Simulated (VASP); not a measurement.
Data:

```
CELL_PARAMETERS angstrom
      2.83567     0.00000     0.00000
      0.00000     2.83567     0.00000
      0.00000     0.00000     2.83567
ATOMIC_POSITIONS crystal
  Al 0.50000 0.50000 0.50000
  Ni 0.00000 0.00000 0.00000
```

Level of theory: LDA (Ceperley-Alder, Perdew-Zunger), VASP's LDA PAW potentials (set 64) (plane waves; VASP 6.6.1). Settings: 520 eV cut-off, Gaussian smearing of 0.050 eV, potentials Al Ni.

### Question
Give the energies of bands 1 to 9 at the high-symmetry points, in eV from the Fermi level.

### Answer

```
band       Γ      X      M      R
----  ------  -----  -----  -----
1     -11.45  -7.07  -5.55  -4.35
2      -3.49  -7.03  -3.61  -4.35
3      -3.49  -2.99  -2.97  -4.35
4      -1.68  -2.42  -2.97  -1.08
5      -1.68  -2.42  -2.25  -1.08
6      -1.68  -1.58  -2.25   1.98
7       5.66  -0.70  -1.11   1.98
8       5.66   8.41   1.54   1.98
9       5.66  10.21   2.70   4.01
```

It has no gap at this level: it comes out as a metal or semimetal.

The compound is NiAl in the CsCl type structure. It was relaxed first, which changed the volume by -6 %. The run is not spin-polarised, so no magnetic state was tried. The electron count is odd and the run is not spin-polarised, which forces a metal.
